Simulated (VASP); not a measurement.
CdCl2 (space group R-3m): the band gap from VASP (plane waves, PAW) at several levels of theory. Gaps are without spin-orbit coupling. Each level names its cell: its own relaxed one, PBE's, or the starting one. A gap is the smallest over the k-mesh and a band path; hybrids may have named points in place of the path, and GW has the mesh alone.

```csv
level,band gap (eV)
LDA (own cell),3.30
PBEsol (own cell),3.54
```

The cell of the LDA (own cell) run:

```
CdCl2
1.0
    1.88241     1.08681     5.61530
   -1.88241     1.08681     5.61530
    0.00000    -2.17362     5.61530
Cd Cl
1 2
Direct
  0.00000   0.00000   0.00000
  0.75117   0.75117   0.75117
  0.24883   0.24883   0.24883
```

Only levels that ran to the end are used. Left out are those held back, those with too coarse a band path, GW runs whose mesh misses a band edge, hybrids' fits of cells that aren't cubic and levels without matching references; a question may draw on a part of the rest.

The structure comes from a computed database's CdCl2 entry (R-3m); how it stands against other phases isn't given here.
